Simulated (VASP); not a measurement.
Calculation: LDA (Ceperley-Alder, Perdew-Zunger), VASP's LDA PAW potentials (set 64) (plane waves; VASP).

VASP input:

**KPOINTS**
```
Automatic mesh
0
Gamma
1 1 1
0 0 0
```

### INCAR
```
SYSTEM = Ca
PREC = Accurate; ENCUT = 300; LREAL = .FALSE.
LASPH = .TRUE.
EDIFF = 1E-6; NELM = 100; ALGO = Normal
ISMEAR = -1; SIGMA = 0.1
ISIF = 2
LWAVE = .FALSE.; LCHARG = .FALSE.
```

### POSCAR
```
Ca
1.0
  3.9532550000   0.0000000000   0.0000000000
 -1.9766280000   3.4236190000   0.0000000000
  0.0000000000   0.0000000000   6.4184810000
Ca
2
Cart
  0.0210487708   2.2967724660   1.6010900855
  1.9555782292   1.1268465340   4.8173909145
```

POTCAR, in this order: Ca_sv (LDA.64 set). Program: vasp_std.

Output

**OSZICAR**
```
       N       E                     dE             d eps       ncg     rms          rms(c)
DAV:   1     0.141052084777E+03    0.14105E+03   -0.84501E+03    28   0.889E+02
DAV:   2     0.211492949995E+00   -0.14084E+03   -0.13995E+03    34   0.304E+02
DAV:   3    -0.833586696260E+01   -0.85474E+01   -0.85427E+01    56   0.563E+01
DAV:   4    -0.872885128958E+01   -0.39298E+00   -0.39096E+00    40   0.769E+00
DAV:   5    -0.873173288793E+01   -0.28816E-02   -0.28816E-02    48   0.850E-01    0.243E+00
DAV:   6    -0.865090563581E+01    0.80827E-01   -0.29090E-02    40   0.138E+00    0.151E+00
DAV:   7    -0.860671737195E+01    0.44188E-01   -0.57247E-02    28   0.184E+00    0.154E-01
DAV:   8    -0.860628470522E+01    0.43267E-03   -0.22893E-03    40   0.501E-01    0.416E-02
DAV:   9    -0.860632384811E+01   -0.39143E-04   -0.15770E-04    28   0.114E-01    0.177E-02
DAV:  10    -0.860631717667E+01    0.66714E-05   -0.35050E-05    48   0.594E-02    0.555E-03
DAV:  11    -0.860631713448E+01    0.42189E-07   -0.55473E-07    32   0.706E-03
   1 F= -.86063171E+01 E0= -.85813330E+01  d E =-.499683E-01
```

### OUTCAR
```
------------------------ aborting loop because EDIFF is reached ----------------------------------------
  FORCE on cell =-STRESS in cart. coord.  units (eV):
  Direction    XX          YY          ZZ          XY          YZ          ZX
  --------------------------------------------------------------------------------------
  Total       -5.6974666     -5.6286514      1.8959710     -0.0507383     -0.0004595     -0.0006133
  in kB     -105.0799481   -103.8107719     34.9679159     -0.9357799     -0.0084739     -0.0113120
  external PRESSURE =     -57.9742681 kB  Pullay stress =       0.0000000 kB
  volume of cell :       86.87
      direct lattice vectors                 reciprocal lattice vectors
     3.953255000  0.000000000  0.000000000     0.252956108  0.146044325  0.000000000
    -1.976628000  3.423619000  0.000000000     0.000000000  0.292088576  0.000000000
     0.000000000  0.000000000  6.418481000     0.000000000  0.000000000  0.155800103
 POSITION                                       TOTAL-FORCE (eV/Angst)
 -----------------------------------------------------------------------------------
      0.02105      2.29677      1.60109        -0.022675     -0.015916      0.008342
      1.95558      1.12685      4.81739         0.022675      0.015916     -0.008342
 -----------------------------------------------------------------------------------
    total drift:                               -0.000000      0.000000     -0.000000
  FREE ENERGIE OF THE ION-ELECTRON SYSTEM (eV)
  ---------------------------------------------------
  free  energy   TOTEN  =        -8.6063171345 eV

  energy  without entropy=       -8.5563488535  energy(sigma->0) =       -8.58133299
```
(Selected blocks of OUTCAR.)

At this cut-off the stress carries a Pulay error, which pulls relaxed volumes low.

The structure was generated: Ca was put into an ordered model structure, which need not be its known phase. The cell was not relaxed at this level, atoms are displaced from their ideal sites. The k-mesh is coarse (spacing up to 1.84 per Å, 2π included), so the numbers may not be converged in it. The run is one of a series of settings (KPOINTS 1×1×1 Γ-centred mesh against the base run), some of them coarse on purpose.
